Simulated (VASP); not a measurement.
Output of a VASP run:

**OSZICAR**
```
       N       E                     dE             d eps       ncg     rms          rms(c)
DAV:   1     0.378553946535E+03    0.37855E+03   -0.17553E+04  2816   0.243E+03
DAV:   2     0.351967717291E+02   -0.34336E+03   -0.32888E+03  2888   0.549E+02
DAV:   3    -0.212672252607E+02   -0.56464E+02   -0.55452E+02  2996   0.208E+02
DAV:   4    -0.242074966277E+02   -0.29403E+01   -0.29204E+01  3316   0.491E+01
DAV:   5    -0.242401975186E+02   -0.32701E-01   -0.32644E-01  3148   0.545E+00    0.159E+01
DAV:   6    -0.210545821259E+02    0.31856E+01   -0.10301E+01  4488   0.720E+01    0.101E+01
DAV:   7    -0.212327516670E+02   -0.17817E+00   -0.28951E+00  2972   0.194E+01    0.596E+00
DAV:   8    -0.212437911828E+02   -0.11040E-01   -0.10055E+00  3896   0.105E+01    0.203E+00
DAV:   9    -0.211617870499E+02    0.82004E-01   -0.23224E-01  4312   0.966E+00    0.451E-01
DAV:  10    -0.211659243847E+02   -0.41373E-02   -0.67538E-02  2928   0.206E+00    0.802E-02
DAV:  11    -0.211660097385E+02   -0.85354E-04   -0.78504E-04  3260   0.326E-01    0.474E-02
DAV:  12    -0.211660196363E+02   -0.98978E-05   -0.78919E-05  3264   0.287E-01    0.303E-02
DAV:  13    -0.211660119092E+02    0.77271E-05   -0.42272E-05  3904   0.196E-01    0.498E-03
DAV:  14    -0.211660121218E+02   -0.21262E-06   -0.10483E-05  2928   0.304E-02    0.343E-03
DAV:  15    -0.211660121361E+02   -0.14259E-07   -0.14529E-06  2524   0.153E-02
   1 F= -.21166012E+02 E0= -.21166012E+02  d E =-.852243E-17  mag=    -0.0000     0.0000     0.0000
       N       E                     dE             ncg
       N       E                     dE             ncg
```

**OUTCAR**
```
------------------------ aborting loop because EDIFF is reached ----------------------------------------
  FORCE on cell =-STRESS in cart. coord.  units (eV):
  Direction    XX          YY          ZZ          XY          YZ          ZX
  --------------------------------------------------------------------------------------
  Total       -0.0353624     -0.0353624     -0.0157344     -0.0000000      0.0000000      0.0000000
  in kB       -1.2398606     -1.2398610     -0.5516718     -0.0000000      0.0000000      0.0000000
  external PRESSURE =      -1.0104645 kB  Pullay stress =       0.0000000 kB
  volume of cell :       45.70
      direct lattice vectors                 reciprocal lattice vectors
     1.598043545 -2.767893028  0.000000000     0.312882588 -0.180642819  0.000000000
     1.598043545  2.767893028  0.000000000     0.312882588  0.180642819  0.000000000
     0.000000000  0.000000000  5.165490930     0.000000000  0.000000000  0.193592441
  FREE ENERGIE OF THE ION-ELECTRON SYSTEM (eV)
  ---------------------------------------------------
  free  energy   TOTEN  =       -21.1660121361 eV

  energy  without entropy=      -21.1660121361  energy(sigma->0) =      -21.16601214

 Ion:    1  E_soc:     -0.0081341

 Ion:    2  E_soc:     -0.0081341

 Ion:    3  E_soc:     -0.0002484

 Ion:    4  E_soc:     -0.0002484
```
(Selected blocks of OUTCAR.)

POSCAR:
```
ZnO
1
    1.5980435448    -2.7678930284     0.0000000000
    1.5980435448     2.7678930284    -0.0000000000
   -0.0000000000     0.0000000000     5.1654909297
Zn O
2 2
Direct
  0.6666670000   0.3333330000   0.5018010635
  0.3333330000   0.6666670000   0.0018010635
  0.6666670000   0.3333330000   0.8801989365
  0.3333330000   0.6666670000   0.3801989365
```

Q: Reconstruct the remaining input files.

A: Several could match; the one computed here: the input of the run itself, LDA (Ceperley-Alder, Perdew-Zunger) with spin-orbit coupling, plane waves, VASP's LDA PAW potentials (set 64).

### INCAR
```
ALGO = Normal
EDIFF = 1E-6
ENCUT = 520
GGA_COMPAT = F
ISMEAR = 0
LASPH = T
LCHARG = F
LMAXMIX = 4
LREAL = F
LSORBIT = T
LWAVE = F
MAGMOM = 0 0 0 0 0 0 0 0 0 0 0 0
NELM = 100
PREC = Accurate
SIGMA = 0.05
SYSTEM = ZnO
```

**KPOINTS**
```
Automatic mesh
0
Gamma
7 7 4
0 0 0
```

**KPOINTS_OPT**
```
k-points along high-symmetry lines
5
Line-mode
Reciprocal
  0.000000   0.000000   0.000000 ! GAMMA
 -0.000000   0.500000   0.000000 ! M

 -0.000000   0.500000   0.000000 ! M
 -0.333333   0.666667   0.000000 ! K

 -0.333333   0.666667   0.000000 ! K
  0.000000   0.000000   0.000000 ! GAMMA

  0.000000   0.000000   0.000000 ! GAMMA
  0.000000   0.000000   0.500000 ! A

  0.000000   0.000000   0.500000 ! A
 -0.000000   0.500000   0.500000 ! L

 -0.000000   0.500000   0.500000 ! L
 -0.333333   0.666667   0.500000 ! H

 -0.333333   0.666667   0.500000 ! H
  0.000000   0.000000   0.500000 ! A

 -0.000000   0.500000   0.500000 ! L
 -0.000000   0.500000   0.000000 ! M

 -0.333333   0.666667   0.500000 ! H
 -0.333333   0.666667   0.000000 ! K
```

POTCAR, in this order: Zn O (LDA.64 set). Program: vasp_ncl.

The compound is ZnO in the wurtzite structure. It was relaxed first.
